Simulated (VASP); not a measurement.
Data:

```
KZnF3
1.0
    4.12880     0.00000     0.00000
    0.00000     4.12880     0.00000
    0.00000     0.00000     4.12880
K Zn F
1 1 3
Direct
  0.00000   0.00000   0.00000
  0.50000   0.50000   0.50000
  0.50000   0.00000   0.50000
  0.00000   0.50000   0.50000
  0.50000   0.50000   0.00000
```

Level of theory: PBE GGA, VASP's PBE PAW potentials (set 64) (plane waves; VASP). Settings: 520 eV cut-off, 4×4×4 Γ-centred mesh, Gaussian smearing of 0.050 eV, potentials K_sv Zn F.

### Question
What does the run give for the energy per atom (σ→0), band gap (on the k-mesh) with the smallest direct gap where there is one?

### Answer

The band gap (on the k-mesh) comes out as 3.65 eV. The smallest direct gap (on the k-mesh) is 5.18 eV and the energy per atom (σ→0) is -4.066 eV/atom.

The compound is KZnF3 in the cubic perovskite structure. It was relaxed first, which changed the volume by +6 %.
